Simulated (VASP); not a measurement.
Here is the system:

```yaml
crystal:
  lattice:
    - [1.90120, -3.29298, 0.00000]
    - [1.90120, 3.29298, 0.00000]
    - [0.00000, 0.00000, 6.22939]
  atoms:
    - { symbol: Zn, position: [0.66667, 0.33333, 0.50015] }
    - { symbol: Zn, position: [0.33333, 0.66667, 0.00015] }
    - { symbol: S, position: [0.66667, 0.33333, 0.87485] }
    - { symbol: S, position: [0.33333, 0.66667, 0.37485] }
```

Calculation: PBE GGA with D3 dispersion (Becke-Johnson damping), VASP's PBE PAW potentials (set 64) (plane waves; VASP 6.6.1). Settings: 520 eV cut-off, 8×8×4 Γ-centred mesh, tetrahedra with Blöchl corrections, potentials Zn S.

### Question
What does the run give for the energy per atom (σ→0)?

### Answer

| Item | Result |
|---|---|
| energy per atom (σ→0) | -3.729 eV/atom |

The compound is ZnS in the wurtzite structure, the high-temperature form. It was relaxed first.
